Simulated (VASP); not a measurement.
Input:

```
CELL_PARAMETERS angstrom
      0.00000     2.11058     2.11058
      2.11058     0.00000     2.11058
      2.11058     2.11058     0.00000
ATOMIC_POSITIONS crystal
  Mg 0.00000 0.00000 0.00000
  O  0.50000 0.50000 0.50000
```

These are optB86b-vdW, VASP's PBE PAW potentials (set 64) (plane waves; VASP 6.6.1) values and carry that method's errors. Numerical set-up: 520 eV cut-off, 12×12×12 Γ-centred mesh, tetrahedra with Blöchl corrections, potentials Mg O.

### Question
Estimate the energy per atom (σ→0), band gap (on the k-mesh) with the smallest direct gap where there is one.

### Answer

```yaml
band gap (on the k-mesh): 4.79 eV
smallest direct gap (on the k-mesh): 4.79 eV
energy per atom (σ→0): -4.600 eV/atom
```

The compound is MgO in the rock salt structure. It was relaxed first.
